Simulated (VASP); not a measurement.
Calculation: PBEsol GGA, VASP's PBE PAW potentials (set 64) (plane waves; VASP).

A VASP calculation is set up with these files.

### KPOINTS
```
Automatic mesh
0
Gamma
14 14 14
0 0 0
```

File POSCAR:
```
Ir
1
   -2.4008562110     2.4008562110     1.3627682358
    2.4008562110    -2.4008562110     1.3627682358
    2.4008562110     2.4008562110    -1.3627682358
Ir
2
Direct
  0.7500000000   0.2500000000   0.5000000000
  1.0000000000   0.0000000000   0.0000000000
```

INCAR:
```
SYSTEM = Ir
PREC = Accurate; ENCUT = 400; LREAL = .FALSE.
LASPH = .TRUE.
EDIFF = 1E-6; NELM = 100; ALGO = Normal
LMAXMIX = 6
ISMEAR = 1; SIGMA = 0.1
GGA = PS
IBRION = 2; NSW = 60; ISIF = 3
EDIFFG = -0.01
LWAVE = .FALSE.; LCHARG = .FALSE.
```

POTCAR, in this order: Ir (PBE.64 set). Program: vasp_std.

Output

### OSZICAR
```
       N       E                     dE             d eps       ncg     rms          rms(c)
DAV:   1     0.128882550172E+03    0.12888E+03   -0.70863E+03  6464   0.108E+03
DAV:   2    -0.134521789549E+02   -0.14233E+03   -0.13160E+03  6524   0.340E+02
DAV:   3    -0.190581984981E+02   -0.56060E+01   -0.52774E+01  7697   0.709E+01
DAV:   4    -0.191613130411E+02   -0.10311E+00   -0.10195E+00  6710   0.978E+00
DAV:   5    -0.191634533170E+02   -0.21403E-02   -0.21344E-02  7837   0.128E+00    0.185E+01
DAV:   6    -0.182886977027E+02    0.87476E+00   -0.16355E+00  7067   0.166E+01    0.752E+00
DAV:   7    -0.181531620269E+02    0.13554E+00   -0.36253E-01  8187   0.734E+00    0.221E+00
DAV:   8    -0.181404998628E+02    0.12662E-01   -0.13247E-02  6542   0.148E+00    0.436E-01
DAV:   9    -0.181401956835E+02    0.30418E-03   -0.24946E-04  7908   0.158E-01    0.245E-02
DAV:  10    -0.181402118485E+02   -0.16165E-04   -0.14830E-05  7094   0.350E-02    0.953E-03
DAV:  11    -0.181402121163E+02   -0.26784E-06   -0.61104E-07  4552   0.823E-03
   1 F= -.18140212E+02 E0= -.18140191E+02  d E =-.181402E+02
```

OUTCAR:
```
------------------------ aborting loop because EDIFF is reached ----------------------------------------
  FORCE on cell =-STRESS in cart. coord.  units (eV):
  Direction    XX          YY          ZZ          XY          YZ          ZX
  --------------------------------------------------------------------------------------
  Total        0.0154823      0.0154823      0.0006768      0.0000000     -0.0000000      0.0000000
  in kB        0.7894634      0.7894634      0.0345121      0.0000000     -0.0000000      0.0000000
  external PRESSURE =       0.5378130 kB  Pullay stress =       0.0000000 kB
  volume of cell :       31.42
      direct lattice vectors                 reciprocal lattice vectors
    -2.400856211  2.400856211  1.362768236     0.000000000  0.208259036  0.366900245
     2.400856211 -2.400856211  1.362768236     0.208259036  0.000000000  0.366900245
     2.400856211  2.400856211 -1.362768236     0.208259036  0.208259036  0.000000000
 POSITION                                       TOTAL-FORCE (eV/Angst)
 -----------------------------------------------------------------------------------
      0.00000      2.40086      0.68138        -0.000000      0.000000     -0.000000
      0.00000      0.00000      0.00000         0.000000     -0.000000      0.000000
 -----------------------------------------------------------------------------------
    total drift:                                0.000000      0.000000      0.000000
  FREE ENERGIE OF THE ION-ELECTRON SYSTEM (eV)
  ---------------------------------------------------
  free  energy   TOTEN  =       -18.1402121163 eV

  energy  without entropy=      -18.1401482068  energy(sigma->0) =      -18.14019081

 reached required accuracy - stopping structural energy minimisation
```
(Selected blocks of OUTCAR.)

The structure was generated: Ir was put into the beta-Sn type (I4_1/amd), which need not be its known phase. It was relaxed first, which changed the volume by +6 %. The start is the result of an earlier pass.
